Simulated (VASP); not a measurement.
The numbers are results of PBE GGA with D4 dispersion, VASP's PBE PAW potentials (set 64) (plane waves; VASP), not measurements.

The input files of a VASP run:

**INCAR**
```
SYSTEM = Li
PREC = Accurate
ENCUT = 520
EDIFF = 1E-7
NELM = 100
ALGO = Normal
LREAL = .FALSE.
LASPH = .TRUE.
ISMEAR = 1
SIGMA = 0.1
GGA = PE
IVDW = 13
LWAVE = .FALSE.
LCHARG = .FALSE.
ISIF = 2
```

### POSCAR
```
Li
1
   -1.7084807422     1.7084807422     1.7084807422
    1.7084807422    -1.7084807422     1.7084807422
    1.7084807422     1.7084807422    -1.7084807422
Li
1
Direct
  0.0000000000   0.0000000000   0.0000000000
```

KPOINTS:
```
Automatic mesh
0
gamma
15 15 15
```

POTCAR, in this order: Li_sv (PBE.64 set). Program: vasp_std.

What VASP printed:

File OSZICAR:
```
       N       E                     dE             d eps       ncg     rms          rms(c)
DAV:   1     0.636414984841E+00    0.63641E+00   -0.73008E+02  1230   0.423E+02
DAV:   2    -0.179533223732E+01   -0.24317E+01   -0.23719E+01  1680   0.606E+01
DAV:   3    -0.190225698095E+01   -0.10692E+00   -0.10692E+00  1500   0.911E+00
DAV:   4    -0.190465024173E+01   -0.23933E-02   -0.23930E-02  1545   0.136E+00
DAV:   5    -0.190467723207E+01   -0.26990E-04   -0.26990E-04  1545   0.128E-01    0.204E-01
DAV:   6    -0.190360045074E+01    0.10768E-02   -0.31187E-04  1920   0.105E-01    0.117E-01
DAV:   7    -0.190312431717E+01    0.47613E-03   -0.75060E-04  1990   0.169E-01    0.290E-02
DAV:   8    -0.190312259187E+01    0.17253E-05   -0.10474E-05  1250   0.403E-02    0.117E-03
DAV:   9    -0.190312002583E+01    0.25660E-05   -0.70198E-07  1710   0.111E-02    0.455E-04
DAV:  10    -0.190311887547E+01    0.11504E-05   -0.30501E-08   725   0.218E-03    0.505E-04
DAV:  11    -0.190311898344E+01   -0.10797E-06   -0.64745E-09   640   0.115E-03    0.239E-05
DAV:  12    -0.190311898193E+01    0.15076E-08   -0.87067E-10   625   0.445E-04
   1 F= -.19228841E+01 E0= -.19228561E+01  d E =-.840213E-04
```

**OUTCAR**
```
------------------------ aborting loop because EDIFF is reached ----------------------------------------
  Edisp (eV):   -0.01977
  FORCE on cell =-STRESS in cart. coord.  units (eV):
  Direction    XX          YY          ZZ          XY          YZ          ZX
  --------------------------------------------------------------------------------------
  Total      -0.00235    -0.00235    -0.00235     0.00000     0.00000    -0.00000
  in kB      -0.18887    -0.18887    -0.18887     0.00000     0.00000    -0.00000
  external pressure =       -0.19 kB  Pullay stress =        0.00 kB
  volume of cell :       19.95
      direct lattice vectors                 reciprocal lattice vectors
    -1.708480742  1.708480742  1.708480742     0.000000000  0.292657674  0.292657674
     1.708480742 -1.708480742  1.708480742     0.292657674  0.000000000  0.292657674
     1.708480742  1.708480742 -1.708480742     0.292657674  0.292657674  0.000000000
 POSITION                                       TOTAL-FORCE (eV/Angst)
 -----------------------------------------------------------------------------------
      0.00000      0.00000      0.00000        -0.000000      0.000000      0.000000
 -----------------------------------------------------------------------------------
    total drift:                               -0.000000     -0.000000      0.000000
  FREE ENERGIE OF THE ION-ELECTRON SYSTEM (eV)
  ---------------------------------------------------
  free  energy   TOTEN  =        -1.9228840948 eV

  energy  without entropy=       -1.9228000735  energy(sigma->0) =       -1.92285609
```
(Selected blocks of OUTCAR.)

The compound is Li in the bcc structure. It was relaxed first, which changed the volume by -6 %.
